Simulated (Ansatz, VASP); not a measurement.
# Cross-check of Ta2NF2 between VASP and Ansatz

One calculation is typed for both programs; each brings its own data sets. How far apart do they land? The structure shown is the start of the Ansatz relaxation below; VASP solves that cell, so the two are compared at the walk's first step.

Calculated with Ansatz 0.2.0; plane waves, with VASP 6.6.1 beside it; single point at PBE.

## (1) Starting point

The cell holds 10 atoms: 2 N, 4 Ta and 4 F. Its edges and angles: a = 3.302 Å, b = 5.720 Å, c = 33.200 Å, α = 90.0°, β = 90.0°, γ = 90.0°. It derives from Ta2NF2. Vacuum lies along c.

As a file:

```cif
data_structure
_symmetry_space_group_name_H-M 'P 1'
_symmetry_Int_Tables_number 1
_cell_length_a 3.3022
_cell_length_b 5.7196
_cell_length_c 33.2000
_cell_angle_alpha 90.000
_cell_angle_beta 90.000
_cell_angle_gamma 90.000
_cell_volume 627.07
loop_
_atom_site_label
_atom_site_type_symbol
_atom_site_fract_x
_atom_site_fract_y
_atom_site_fract_z
_atom_site_occupancy
N1 N 0.50000 0.49071 0.29477 1
N2 N 0.00000 0.00929 0.30764 1
Ta3 Ta 0.00000 0.34648 0.33086 1
Ta4 Ta 0.50000 0.82019 0.33127 1
Ta5 Ta 0.50000 0.15352 0.27155 1
Ta6 Ta 0.00000 0.67981 0.27114 1
F7 F 0.50000 0.17123 0.36881 1
F8 F 0.00000 0.66211 0.37354 1
F9 F 0.00000 0.32877 0.23360 1
F10 F 0.50000 0.83789 0.22887 1
```

## (2) Ansatz: relaxation, PBE

Ansatz runs on its PAW soft_1 files.

The two programs are compared at the cell with which this relaxation starts, whose forces are those of its first step.

File input.yaml:

```yaml
crystal:
  lattice:
    - [3.3022391433, 0.0, 0.0]
    - [0.0, 5.7196459749, 0.0]
    - [0.0, 0.0, 33.2]
  atoms:
    - { symbol: "N", position: [0.5, 0.4907116275, 0.294774424] }
    - { symbol: "N", position: [0.0, 0.0092883725, 0.3076352146] }
    - { symbol: Ta, position: [0.0, 0.3464766875, 0.3308596976] }
    - { symbol: Ta, position: [0.5, 0.8201899792, 0.3312653725] }
    - { symbol: Ta, position: [0.5, 0.1535233125, 0.271549941] }
    - { symbol: Ta, position: [1.0, 0.6798100208, 0.2711442661] }
    - { symbol: F, position: [0.5, 0.1712274949, 0.3688053491] }
    - { symbol: F, position: [1.0, 0.6621058384, 0.3735441667] }
    - { symbol: F, position: [0.0, 0.3287725051, 0.2336042895] }
    - { symbol: F, position: [0.5, 0.8378941616, 0.2288654719] }
  periodic: [true, true, false]
kpoints:
  mp_grid: { grid: [12, 6, 1] }
hamiltonian:
  xc: pbe
  pseudopotentials: { kind: paw, azcp: { folder: soft_1 } }
scf:
  occupations: { method: methfessel_paxton, width: 0.2 }
output:
  forces: true
  stress: true
  eigenvalues: true
  write_density: true
  write_potential: true
  elf: true
  volumetric_format: npy
relax:
  adjacent_minimum: "off"
  f_tol: 0.002
  max_steps: 120
  cell: { stress_2d_tol: 0.005 }
```

Command:

```console
ansatz run input.yaml --threads 8 --pin off --max-ram 16384MiB --backend cpu --events-out ev --progress --plain --runs-dir out
```

Numbers of over 12 decimals in the logs are rounded to 6 here.

Output:

```text
Engine: ansatz 0.2.0, aarch64-unknown-linux-gnu
Pseudopotentials: kind: paw
Pseudopotential: N, paw, valence charge 5, recommended cutoff 420 eV (normal), soft_1/N.paw.azcp
Pseudopotential: Ta, paw, valence charge 13, recommended cutoff 420 eV (normal), soft_1/Ta.paw.azcp
Pseudopotential: F, paw, valence charge 7, recommended cutoff 420 eV (normal), soft_1/F.paw.azcp
Functional definition: PBE
  parameter kappa = 0.804
  parameter beta = 0.066725
  exchange = pbe_x(kappa = kappa, mu = beta*pi^2/3)
  correlation = pbe_c(beta = beta)
Crystal: 10 atoms, lattice volume = 627.070 Å³
Basis set: ecut = 420 eV, 12287 PW (Γ), exchange–correlation on 48×80×450 points (8 copies of the dense FFT grid, shifted against one another)
Bands: 55, of which v1, the nominal top of the filled ones, is band 45 counted from 1 (44 counted from 0)
Symmetry: 4 space group operations
Space group: P21/m (ITA 11), of the structure as read, at distance tolerance 8.6e-5 Å
k-points: 28 of 72
Non-local potential: N, projectors of the file, l = 0: 2, l = 1: 2, l = 2: 1
Non-local potential: Ta, projectors of the file, l = 0: 3, l = 1: 2, l = 2: 2, l = 3: 1
Non-local potential: F, projectors of the file, l = 0: 2, l = 1: 2, l = 2: 1
PAW form: soft (Blöchl's): semilocal exchange-correlation on the pseudo side does not see the compensation charge
PAW one-centre angular grid: N, 110 points (default); XC on 64 Gauss nodes
PAW one-centre angular grid: Ta, 590 points (default); XC on 64 Gauss nodes
PAW one-centre angular grid: F, 110 points (default); XC on 64 Gauss nodes
Initial density: superposition of atomic densities (neutral atoms: chi_scale 0, normalization atom)
Initial wavefunctions: pseudopotential atomic-orbital guess
Functional: x = pbe(κ = 0.804, μ = 0.219515), c = pbe(β = 0.066725)
SCF iter   1: F=—  HF=-43745.560918 eV  |F-HF|=—  |Δ(HF+E_count)|=         —  Δρ=5.54e-2  dr2=2.68e1  ethr=3.10e-3  ⟨swp⟩=10.0  Hψ=9465  notcnv=0
preconditioner: auto → LDOS  [metal: Δε(μ)=0.047 eV  Ē_g=10.041 eV  σ=0.200 eV  W_gap=0.20  n_scr=64 (ndim 8)  ℏωp=10.5 eV  f_vac=0.776  D(μ)=3.28/eV (n_scr^D=10)  β→1.0]
SCF iter   2: F=—  HF=-43742.376933 eV  |F-HF|=—  |Δ(HF+E_count)|=    3.18e0  S|Δr|=    0.00e0  Δρ=5.45e-2  dr2=1.39e1  ethr=3.10e-3  ⟨swp⟩=6.6  Hψ=5690  notcnv=0  defer=69
SCF iter   3: F=—  HF=-43738.737350 eV  |F-HF|=—  |Δ(HF+E_count)|=    3.64e0  S|Δr|=    0.00e0  Δρ=1.18e-2  dr2=6.38e-1  ethr=3.10e-3  ⟨swp⟩=4.8  Hψ=4741  notcnv=0  defer=68
SCF iter   4: F=—  HF=-43738.575057 eV  |F-HF|=—  |Δ(HF+E_count)|=   1.62e-1  S|Δr|=    0.00e0  Δρ=1.95e-3  dr2=3.25e-2  ethr=7.08e-4  ⟨swp⟩=3.1  Hψ=3440  notcnv=0  defer=64
SCF iter   5: F=—  HF=-43738.580755 eV  |F-HF|=—  |Δ(HF+E_count)|=   5.70e-3  S|Δr|=    0.00e0  Δρ=5.48e-4  dr2=1.93e-3  ethr=3.61e-5  ⟨swp⟩=3.2  Hψ=3545  notcnv=0  defer=64
SCF iter   6: F=—  HF=-43738.581128 eV  |F-HF|=—  |Δ(HF+E_count)|=   3.73e-4  S|Δr|=    0.00e0  Δρ=2.07e-4  dr2=2.01e-4  ethr=2.15e-6  ⟨swp⟩=3.0  Hψ=3207  notcnv=0  defer=64
SCF iter   7: F=—  HF=-43738.581251 eV  |F-HF|=—  |Δ(HF+E_count)|=   1.22e-4  S|Δr|=    0.00e0  Δρ=5.00e-5  dr2=1.48e-5  ethr=2.23e-7  ⟨swp⟩=3.5  Hψ=3254  notcnv=0  defer=64
SCF iter   8: F=—  HF=-43738.581052 eV  |F-HF|=—  |Δ(HF+E_count)|=   1.98e-4  S|Δr|=    0.00e0  Δρ=2.27e-5  dr2=2.24e-6  ethr=1.65e-8  ⟨swp⟩=3.2  Hψ=3375  notcnv=0  defer=64
SCF iter   9: F=—  HF=-43738.581054 eV  |F-HF|=—  |Δ(HF+E_count)|=   1.52e-6  S|Δr|=    0.00e0  Δρ=6.09e-6  dr2=1.40e-7  ethr=2.49e-9  ⟨swp⟩=3.4  Hψ=3338  notcnv=0  defer=64
iter 10 did not close the SCF: its close was put off until two iterations running show no level that it waits for move by more than its bar (scf_convergence_deferred on its scf_iter line)
SCF iter  10: F=-43738.581055 eV  HF=-43738.581055 eV  |F-HF|=2.17e-7  |Δ(HF+E_count)|=   9.00e-7  S|Δr|=    0.00e0  Δρ=1.56e-6  dr2=8.35e-9  ethr=1.11e-10  ⟨swp⟩=35.2  Hψ=21428  notcnv=0
iter 11 did not close the SCF: its close was put off until two iterations running show no level that it waits for move by more than its bar (scf_convergence_deferred on its scf_iter line)
SCF iter  11: F=-43738.581055 eV  HF=-43738.581055 eV  |F-HF|=2.14e-8  |Δ(HF+E_count)|=   1.98e-7  S|Δr|=    0.00e0  Δρ=3.98e-7  dr2=6.81e-10  ethr=9.27e-12  ⟨swp⟩=12.4  Hψ=14851  notcnv=0
SCF iter  12: F=-43738.581055 eV  HF=-43738.581055 eV  |F-HF|=1.83e-9  |Δ(HF+E_count)|=   2.05e-8  S|Δr|=    0.00e0  Δρ=9.52e-8  dr2=4.72e-11  ethr=1.00e-12  ⟨swp⟩=11.4  Hψ=13807  notcnv=0
SCF 1 converged in 12 iterations: F = -43738.581055 eV  dr2 = 4.72e-11
  greatest PAW one-centre occupation: 0.999 electrons in one spin orbital (limit 2), on the Ta atom at site 5 (counted from 0), in its partial waves of l = 0
[...]
SCF iter   6: F=—  HF=-43740.281088 eV  |F-HF|=—  |Δ(HF+E_count)|=  8.44e-10  S|Δr|=    0.00e0  Δρ=3.20e-8  dr2=3.81e-12  ethr=3.64e-14 (applied; sched 1.00e-12)  ⟨swp⟩=3.4  Hψ=3537  notcnv=0
SCF iter   7: F=-43740.281088 eV  HF=-43740.281088 eV  |F-HF|=7.28e-11  |Δ(HF+E_count)|=  1.75e-10  S|Δr|=    0.00e0  Δρ=5.35e-9  dr2=1.12e-13  ethr=1.00e-12  ⟨swp⟩=11.7  Hψ=11328  notcnv=0
SCF 30 converged in 7 iterations: F = -43740.281088 eV  dr2 = 1.12e-13
relax step  30: F+E_penalty+E_count = -43740.28108752 eV  Δ(F+E_penalty+E_count) = -4.477e-5 eV  max|allowed force component| = 1.256e-3 eV/Å  Δτ_max = 0.0000 Å  P = -0.001 N/m  Ω = 589.718 Å³  fix = [c, alpha, beta]  reactions: c +0.000 N/m; alpha -0.000 N/m/rad  stress off target by 2.14e-3 N/m on what of the cell is left free  SCF on the basis re-selected at this cell (its energy is not comparable with the rows above)  (7 SCF iters)
basis re-selected at this cell: Δ(F+E_penalty+E_count) = -4.477e-5 eV, ΔP = +0.000 N/m vs the last step (what re-selecting the basis moved, of the pressure what is left beyond the Pulay correction that the steps carried, after the strain that the cell walked since its last selection, with what the two solves' SCF thresholds leave and, on support functions, any second-order correction that the steps lacked; it is no m [...]
WARN: The output density's exchange-correlation potential varies sharply where the density is thin. Do not read a vacuum level from v_tot or v_xc, or from such a field of the output density. On a cell that repeats whose density bears no net charge and no dipole along the vacuum's axis use v_es (v_loc + v_h of the components); under efield.dipole_correction with no amplitude use v_es + v_field, which holds any externa [...]
SCF converged after 7 iterations
Stability not checked: this state was not tested for a lower state beside it, because cold or Methfessel-Paxton smearing, or corrected tetrahedra, fill the levels in a way that the test cannot read (fill_not_monotonic; see scf.lower_state_search)
Free energy (F): -43740.281088 eV
Harris-Foulkes:  -43740.281088 eV  (|F-HF|=7.28e-11)
Internal energy: -43740.280220 eV  (E = F + TS)
E sigma→0 (E₀):  -43740.280871 eV
Entropy (-TS):   -0.000867 eV (-0.087 meV/atom)
Fermi energy:    -4.496730 eV
--- Per-component energies (eV) ---
  E_band       = -2338.912309
  E_kinetic    = 2619.667579
  E_local      = -263732.805490  (includes V_loc(G=0)·N_el)
  E_nonlocal   = 374.823326
  E_hartree    = 130310.312204
  E_xc         = -1710.561947
  E_vxc        = -1478.648583  (∫ρ·V_xc dr)
  E_paw        = -34293.594068  (= ΣΔE_a)
  E_vpaw       = -742.578317  (= ΣTr[D̂ρ^β])
  E_aug_tail   = 0.004792  (compensation charges beyond the density's cutoff)
  E_ewald      = 122691.873384
  E_smearing   = -0.000867  (= −TS)
  E_closure    = 0.000000  (closes the sum)
  Σ components = -43740.281088   (vs F -43740.281088, Δ=0.00e0)
--- Forces (eV/Å), atoms counted from 1 ---
  atom   1  N      0.00000000    -0.00026095     0.00033355
  atom   2  N      0.00000000     0.00026095    -0.00033355
  atom   3  Ta     0.00000000     0.00023440     0.00037286
  atom   4  Ta     0.00000000    -0.00079902     0.00065100
  atom   5  Ta     0.00000000    -0.00023440    -0.00037286
  atom   6  Ta     0.00000000     0.00079902    -0.00065100
  atom   7  F      0.00000000     0.00020548    -0.00084694
  atom   8  F      0.00000000     0.00049426    -0.00125570
  atom   9  F      0.00000000    -0.00020548     0.00084694
  atom  10  F      0.00000000    -0.00049426     0.00125570
  max |Σ_I F_I| component: 2.17e-19 eV/Å
--- 2D stress c σ (N/m, compression-positive) ---
       -0.002144       0.000000       0.000000
        0.000000       0.000931       0.000000
        0.000000       0.000000       0.000000
  P = ½ c Tr σ = -0.0006 N/m
--- Band table (eV; the first three rows and the last of 28) ---
  k-point 0: bands = [... 41 lower, -7.5084, -6.4723, -6.0874, -5.6142, -4.4466, -3.6185, -3.4678, -2.8472, ... 6 higher]
  k-point 1: bands = [... 41 lower, -7.4854, -6.6338, -6.1259, -5.6372, -4.8680, -3.4715, -3.2900, -2.7857, ... 6 higher]
  k-point 2: bands = [... 41 lower, -7.2580, -6.8867, -6.3500, -5.6983, -5.2780, -3.4651, -2.9755, -2.8806, ... 6 higher]
  k-point 27: bands = [... 41 lower, -6.4703, -5.8795, -5.8795, -3.8785, -3.8785, -2.7060, -2.7060, -2.2081, ... 6 higher]
  ° read free of the cell's end (the report's vacuum.weakly_bound_levels)
--- Relaxed structure (27 steps of the walk, 27 accepted, 3 SCFs on fresh bases) ---
  F+E_penalty+E_count = -43740.28108752 eV   max|allowed force component| = 1.256e-3 eV/Å   (the final SCF, on the basis selected at the relaxed cell)
  cell:  # Å, volume = 589.7180 Å³
    - [2.828482, 0.0, 0.0]
    - [0.0, 6.279902, 0]
    - [0.0, 0, 33.2]
  atoms:
    - { symbol: N, position: [0.5, 0.420351, 0.281124] }
    - { symbol: N, position: [0, 0.079649, 0.321285] }
    - { symbol: Ta, position: [0, 0.398391, 0.335360] }
    - { symbol: Ta, position: [0.5, 0.838106, 0.336008] }
    - { symbol: Ta, position: [0.5, 0.101609, 0.267049] }
    - { symbol: Ta, position: [1.0, 0.661894, 0.266402] }
    - { symbol: F, position: [0.5, 0.322479, 0.381560] }
    - { symbol: F, position: [1.0, 0.704137, 0.378097] }
    - { symbol: F, position: [0, 0.177521, 0.220850] }
    - { symbol: F, position: [0.5, 0.795863, 0.224312] }
```

(Part 1 of 2 ends here.)

[Lines on the potential files, build, host, timing and source positions are cut from VASP's logs without a mark.]

[Logs are printed without paths, hosts, clocks, repeated set-up lines and the standing remarks that a program may print on its own settings, such as how far it seeks lower states.]

[Hosts, paths, dates, database ids (printed as entryN), source tags and the programs' standing remarks are cut or masked in the printed files.]
